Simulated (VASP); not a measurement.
The system is MgCd3Te4.

```
CELL_PARAMETERS angstrom
-6.42350 6.42350 0.00000
-6.42350 0.00000 6.42350
0.00000 6.42350 6.42350
ATOMIC_POSITIONS crystal
Mg 0.00000 0.00000 0.00000
Mg 0.50000 0.00000 0.00000
Cd 0.00000 0.50000 0.00000
Cd 0.00000 0.00000 0.50000
Cd 0.50000 0.50000 0.00000
Cd 0.50000 0.00000 0.50000
Cd 0.00000 0.50000 0.50000
Cd 0.50000 0.50000 0.50000
Te 0.87500 0.87500 0.37500
Te 0.37500 0.87500 0.37500
Te 0.87500 0.37500 0.37500
Te 0.87500 0.87500 0.87500
Te 0.37500 0.37500 0.37500
Te 0.37500 0.87500 0.87500
Te 0.87500 0.37500 0.87500
Te 0.37500 0.37500 0.87500
```

The cell was built by a generator and needn't be a form met in nature.

| Quantity | Value |
| --- | --- |
| Program | VASP 6.6.1 |
| Task | relaxation of cell and atoms |
| Functional | PBEsol |
| Potentials or basis | VASP PAW PBE potentials, release 64 (Mg, Cd, Te) |
| Cutoff | 600 eV |
| k mesh | 4 × 4 × 4 |
| Occupations | gaussian, width 0.03 eV |
| Spin | no spin polarisation |

At the start: pressure 1.2 GPa; volume 33.13 Å³/atom.

Task: How do energy, volume and symmetry change on relaxing?

Result: Over 9 steps the energy falls by 4.1 meV/atom and the volume is 34.07 Å³/atom (+2.8 %); space group Amm2 (No. 38, to 0.05 Å).

Step by step:
| step | energy change (eV) | largest force (eV/Å) | pressure (GPa) | volume (Å³) |
| --- | --- | --- | --- | --- |
| 1 | 0.0000 | 0.2018 | 1.20 | 530.08 |
| 2 | -0.0565 | 0.0876 | -0.31 | 549.39 |
| 3 | -0.0599 | 0.1083 | -0.05 | 545.57 |
| 4 | -0.0599 | 0.1102 | -0.02 | 545.25 |
| 5 | -0.0624 | 0.0759 | -0.01 | 544.97 |
| 6 | -0.0647 | 0.0264 | 0.03 | 544.12 |
| 7 | -0.0649 | 0.0230 | 0.03 | 544.28 |
| 8 | -0.0651 | 0.0128 | -0.01 | 544.89 |
| 9 | -0.0651 | 0.0087 | -0.03 | 545.13 |

Final structure:
```cif
data_structure
_symmetry_space_group_name_H-M 'P 1'
_symmetry_Int_Tables_number 1
_cell_length_a 9.1750
_cell_length_b 9.1682
_cell_length_c 9.1682
_cell_angle_alpha 60.000
_cell_angle_beta 59.975
_cell_angle_gamma 59.975
_cell_volume 545.13
loop_
_atom_site_label
_atom_site_type_symbol
_atom_site_fract_x
_atom_site_fract_y
_atom_site_fract_z
_atom_site_occupancy
Mg1 Mg 0.00060 0.99940 0.99940 1
Mg2 Mg 0.50060 0.99940 0.99940 1
Cd1 Cd 0.00002 0.50080 0.99915 1
Cd2 Cd 0.00002 0.99915 0.50080 1
Cd3 Cd 0.50002 0.50080 0.99915 1
Cd4 Cd 0.50002 0.99915 0.50080 1
Cd5 Cd 0.99959 0.50041 0.50041 1
Cd6 Cd 0.49959 0.50041 0.50041 1
Te1 Te 0.87588 0.87600 0.37223 1
Te2 Te 0.37588 0.87600 0.37223 1
Te3 Te 0.87498 0.37502 0.37502 1
Te4 Te 0.87302 0.87698 0.87698 1
Te5 Te 0.37498 0.37502 0.37502 1
Te6 Te 0.37302 0.87698 0.87698 1
Te7 Te 0.87588 0.37223 0.87600 1
Te8 Te 0.37588 0.37223 0.87600 1
```

Caveat: the PAW data sets were made with another functional, which shifts forces and pressure a little.
